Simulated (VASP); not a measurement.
Method: r2SCAN meta-GGA, VASP's PBE PAW potentials (set 64) (plane waves; VASP).

Input for VASP

KPOINTS:
```
Automatic mesh
0
Gamma
10 10 10
0 0 0
```

INCAR:
```
# general
SYSTEM   =  TiGe
PREC     =  Accurate
ENCUT    =  400
LREAL    =  F
LASPH    =  T

# electronic loop
EDIFF    =  1E-6
NELM     =  100
ALGO     =  Normal
LMAXMIX  =  4
LMIXTAU  =  T

# smearing
ISMEAR   =  1
SIGMA    =  0.1

# functional
METAGGA  =  R2SCAN

# ions
IBRION   =  2
NSW      =  60
ISIF     =  3
EDIFFG   =  -0.01

# output
LWAVE    =  F
LCHARG   =  F
```

### POSCAR
```
TiGe
1
    0.0000000000     2.8147290000     2.8147290000
    2.8147290000     0.0000000000     2.8147290000
    2.8147290000     2.8147290000     0.0000000000
Ge Ti
1 1
Direct
  0.0000000000   0.0000000000   0.0000000000
  0.5000000000   0.5000000000   0.5000000000
```

POTCAR, in this order: Ge_d Ti_sv (PBE.64 set). Program: vasp_std.

What VASP printed:

OSZICAR:
```
...
DAV:  20    -0.272575533277E+02   -0.49453E-04   -0.54985E-05  2226   0.637E-02    0.199E-02
DAV:  21    -0.272575494264E+02    0.39013E-05   -0.25592E-06  1504   0.107E-02    0.137E-02
DAV:  22    -0.272575652722E+02   -0.15846E-04   -0.88935E-06  1999   0.250E-02    0.354E-03
DAV:  23    -0.272575637743E+02    0.14979E-05   -0.66124E-07   970   0.961E-03    0.105E-03
DAV:  24    -0.272575666088E+02   -0.28345E-05   -0.17152E-07   861   0.421E-03    0.942E-04
DAV:  25    -0.272575645083E+02    0.21005E-05   -0.17727E-07   877   0.340E-03    0.158E-04
DAV:  26    -0.272575652394E+02   -0.73102E-06   -0.57529E-08   860   0.226E-03
   1 F= -.27257565E+02 E0= -.27257716E+02  d E =-.272576E+02
       N       E                     dE             d eps       ncg     rms          rms(c)
DAV:   1    -0.744870251179E+02   -0.47229E+02   -0.77349E+02  1943   0.342E+02    0.520E+01
DAV:   2    -0.327143156711E+02    0.41773E+02   -0.13153E+02  2004   0.360E+02    0.191E+01
DAV:   3    -0.290833773581E+02    0.36309E+01   -0.38956E+01  2063   0.595E+01    0.113E+01
DAV:   4    -0.284992833747E+02    0.58409E+00   -0.23816E+00  1836   0.150E+01    0.869E+00
DAV:   5    -0.278081135163E+02    0.69117E+00   -0.14365E+00  2317   0.870E+00    0.456E+00
DAV:   6    -0.277311092803E+02    0.77004E-01   -0.10651E+00  2370   0.812E+00    0.113E+00
DAV:   7    -0.277019814662E+02    0.29128E-01   -0.15527E-01  1959   0.431E+00    0.588E-01
DAV:   8    -0.277076486164E+02   -0.56672E-02   -0.14792E-01  1625   0.393E+00    0.190E-01
DAV:   9    -0.277191583618E+02   -0.11510E-01   -0.17941E-02  1674   0.122E+00    0.882E-02
DAV:  10    -0.277192950130E+02   -0.13665E-03   -0.85985E-04  1801   0.305E-01    0.649E-02
DAV:  11    -0.277193004318E+02   -0.54188E-05   -0.25398E-04  1622   0.212E-01    0.564E-02
DAV:  12    -0.277192960000E+02    0.44317E-05   -0.25251E-04  1665   0.180E-01    0.179E-02
DAV:  13    -0.277193156615E+02   -0.19661E-04   -0.13792E-05  2154   0.397E-02    0.696E-03
DAV:  14    -0.277193233733E+02   -0.77118E-05   -0.28221E-06  1484   0.214E-02    0.182E-03
DAV:  15    -0.277193229062E+02    0.46708E-06   -0.13595E-06  1101   0.100E-02
   2 F= -.27719323E+02 E0= -.27719295E+02  d E =-.461758E+00
       N       E                     dE             d eps       ncg     rms          rms(c)
DAV:   1    -0.333415991518E+02   -0.56223E+01   -0.10996E+02  1991   0.207E+02    0.176E+01
DAV:   2    -0.297294740931E+02    0.36121E+01   -0.43159E+01  1977   0.641E+01    0.680E+00
DAV:   3    -0.282590585089E+02    0.14704E+01   -0.48776E+00  2021   0.259E+01    0.366E+00
DAV:   4    -0.279519583781E+02    0.30710E+00   -0.15600E+00  2216   0.129E+01    0.135E+00
DAV:   5    -0.279407983074E+02    0.11160E-01   -0.77973E-02  1784   0.342E+00    0.104E+00
DAV:   6    -0.279145288955E+02    0.26269E-01   -0.64178E-02  1606   0.335E+00    0.809E-01
DAV:   7    -0.279432579194E+02   -0.28729E-01   -0.14070E-01  2019   0.378E+00    0.258E-01
DAV:   8    -0.279449646913E+02   -0.17068E-02   -0.55396E-03  2055   0.651E-01    0.254E-01
DAV:   9    -0.279450477332E+02   -0.83042E-04   -0.84140E-05  2130   0.631E-02    0.260E-01
DAV:  10    -0.279458377014E+02   -0.78997E-03   -0.37318E-03  1989   0.511E-01    0.149E-01
DAV:  11    -0.279456858729E+02    0.15183E-03   -0.18511E-03  1929   0.405E-01    0.708E-02
DAV:  12    -0.279456767512E+02    0.91218E-05   -0.23138E-04  2351   0.133E-01    0.752E-02
DAV:  13    -0.279456964943E+02   -0.19743E-04   -0.60197E-05  1939   0.627E-02    0.560E-02
DAV:  14    -0.279457191558E+02   -0.22661E-04   -0.32830E-05  1662   0.580E-02    0.291E-02
DAV:  15    -0.279457287368E+02   -0.95811E-05   -0.35776E-06  1623   0.205E-02    0.250E-02
DAV:  16    -0.279457189610E+02    0.97758E-05   -0.14806E-05  1941   0.381E-02    0.936E-03
DAV:  17    -0.279457237388E+02   -0.47778E-05   -0.20970E-06  1266   0.118E-02    0.395E-03
DAV:  18    -0.279457209083E+02    0.28305E-05   -0.65638E-07   810   0.827E-03    0.176E-03
DAV:  19    -0.279457206651E+02    0.24328E-06   -0.34919E-07   824   0.467E-03
   3 F= -.27945721E+02 E0= -.27945899E+02  d E =-.688155E+00
       N       E                     dE             d eps       ncg     rms          rms(c)
DAV:   1    -0.279545307060E+02   -0.88098E-02   -0.16775E-01  1977   0.695E+00    0.714E-01
DAV:   2    -0.279474805247E+02    0.70502E-02   -0.45684E-02  1879   0.247E+00    0.261E-01
DAV:   3    -0.279460046154E+02    0.14759E-02   -0.64360E-03  2303   0.893E-01    0.150E-01
DAV:   4    -0.279455687897E+02    0.43583E-03   -0.17256E-03  2197   0.445E-01    0.605E-02
DAV:   5    -0.279455635800E+02    0.52097E-05   -0.54852E-05  2033   0.917E-02    0.497E-02
DAV:   6    -0.279455856036E+02   -0.22024E-04   -0.12649E-04  2340   0.137E-01    0.121E-02
DAV:   7    -0.279455547704E+02    0.30833E-04   -0.46014E-05  1606   0.685E-02    0.735E-03
DAV:   8    -0.279455844504E+02   -0.29680E-04   -0.63481E-06  1610   0.245E-02    0.512E-03
DAV:   9    -0.279455794644E+02    0.49859E-05   -0.41305E-07   878   0.831E-03    0.167E-03
DAV:  10    -0.279455841194E+02   -0.46549E-05   -0.43739E-07   808   0.599E-03    0.799E-04
DAV:  11    -0.279455818021E+02    0.23173E-05   -0.15818E-07   806   0.389E-03    0.872E-04
DAV:  12    -0.279455823337E+02   -0.53165E-06   -0.58279E-08   805   0.219E-03
   4 F= -.27945582E+02 E0= -.27945747E+02  d E =-.688017E+00
       N       E                     dE             d eps       ncg     rms          rms(c)
DAV:   1    -0.279590673165E+02   -0.13486E-01   -0.25178E-01  1977   0.861E+00    0.872E-01
DAV:   2    -0.279487002366E+02    0.10367E-01   -0.71943E-02  1872   0.303E+00    0.322E-01
DAV:   3    -0.279464056553E+02    0.22946E-02   -0.10177E-02  2263   0.111E+00    0.186E-01
DAV:   4    -0.279456292102E+02    0.77645E-03   -0.26949E-03  2197   0.557E-01    0.727E-02
DAV:   5    -0.279456437846E+02   -0.14574E-04   -0.84583E-05  2039   0.111E-01    0.617E-02
DAV:   6    -0.279455051763E+02    0.13861E-03   -0.18346E-04  2354   0.172E-01    0.157E-02
DAV:   7    -0.279456636034E+02   -0.15843E-03   -0.85303E-05  1608   0.931E-02    0.913E-03
DAV:   8    -0.279456508495E+02    0.12754E-04   -0.11353E-05  1611   0.327E-02    0.649E-03
DAV:   9    -0.279456571769E+02   -0.63274E-05   -0.62640E-07   960   0.103E-02    0.218E-03
DAV:  10    -0.279456524405E+02    0.47364E-05   -0.82016E-07   979   0.788E-03    0.138E-03
DAV:  11    -0.279456548639E+02   -0.24234E-05   -0.19528E-07   805   0.466E-03    0.134E-03
DAV:  12    -0.279456537887E+02    0.10752E-05   -0.83132E-08   805   0.304E-03    0.617E-04
DAV:  13    -0.279456560678E+02   -0.22792E-05   -0.37725E-08   805   0.237E-03    0.683E-05
DAV:  14    -0.279456557234E+02    0.34444E-06   -0.12878E-08   805   0.103E-03
   5 F= -.27945656E+02 E0= -.27945837E+02  d E =-.733897E-04
       N       E                     dE             d eps       ncg     rms          rms(c)
DAV:   1    -0.279482632770E+02   -0.26072E-02   -0.47027E-02  1977   0.369E+00    0.378E-01
DAV:   2    -0.279462904957E+02    0.19728E-02   -0.13004E-02  1872   0.131E+00    0.138E-01
DAV:   3    -0.279458643841E+02    0.42611E-03   -0.18363E-03  2280   0.474E-01    0.800E-02
DAV:   4    -0.279457499537E+02    0.11443E-03   -0.49123E-04  2180   0.238E-01    0.318E-02
DAV:   5    -0.279457463239E+02    0.36297E-05   -0.16363E-05  2063   0.492E-02    0.264E-02
DAV:   6    -0.279457660699E+02   -0.19746E-04   -0.34707E-05  2330   0.726E-02    0.653E-03
DAV:   7    -0.279457401028E+02    0.25967E-04   -0.14282E-05  1607   0.379E-02    0.383E-03
DAV:   8    -0.279457541464E+02   -0.14044E-04   -0.18471E-06  1233   0.135E-02    0.276E-03
DAV:   9    -0.279457518518E+02    0.22947E-05   -0.15916E-07   809   0.607E-03    0.924E-04
DAV:  10    -0.279457539498E+02   -0.20980E-05   -0.13735E-07   805   0.385E-03    0.409E-04
DAV:  11    -0.279457528619E+02    0.10878E-05   -0.47107E-08   805   0.236E-03    0.476E-04
DAV:  12    -0.279457530302E+02   -0.16828E-06   -0.18260E-08   805   0.126E-03
   6 F= -.27945753E+02 E0= -.27945927E+02  d E =-.170697E-03
```

File OUTCAR:
```
------------------------ aborting loop because EDIFF is reached ----------------------------------------
  FORCE on cell =-STRESS in cart. coord.  units (eV):
  Direction    XX          YY          ZZ          XY          YZ          ZX
  --------------------------------------------------------------------------------------
  Total        0.0014852      0.0014852      0.0014852      0.0000000     -0.0000000      0.0000000
  in kB        0.0686936      0.0686936      0.0686936      0.0000000     -0.0000000      0.0000000
  external PRESSURE =       0.0686936 kB  Pullay stress =       0.0000000 kB
  volume of cell :       34.64
      direct lattice vectors                 reciprocal lattice vectors
     0.000000000  2.587292879  2.587292879    -0.193252184  0.193252184  0.193252184
     2.587292879  0.000000000  2.587292879     0.193252184 -0.193252184  0.193252184
     2.587292879  2.587292879  0.000000000     0.193252184  0.193252184 -0.193252184
 POSITION                                       TOTAL-FORCE (eV/Angst)
 -----------------------------------------------------------------------------------
      2.58729      2.58729      0.00000         0.000000      0.000000      0.000000
      2.58729      2.58729      2.58729        -0.000000     -0.000000     -0.000000
 -----------------------------------------------------------------------------------
    total drift:                                0.000000      0.000000      0.000000
  FREE ENERGIE OF THE ION-ELECTRON SYSTEM (eV)
  ---------------------------------------------------
  free  energy   TOTEN  =       -27.9457530302 eV

  energy  without entropy=      -27.9462759421  energy(sigma->0) =      -27.94592733

 reached required accuracy - stopping structural energy minimisation
```
(Selected blocks of OUTCAR.)

File CONTCAR:
```
TiGe
   1.00000000000000
     0.0000000000000000    2.5872928787965734    2.5872928787965734
     2.5872928787965734    0.0000000000000000    2.5872928787965734
     2.5872928787965734    2.5872928787965734    0.0000000000000000
  Ge              Ti
     1     1
Direct
     0.0000000000000000    0.0000000000000000    1.0000000000000000
     0.5000000000000000    0.5000000000000000    0.5000000000000000
```

Energy and stress use the plane-wave basis of the starting cell.

The structure was generated: TiGe was put into the rocksalt type (Fm-3m), which need not be its known phase. This run relaxes it. Symmetry was kept, so distortions that lower it aren't found.
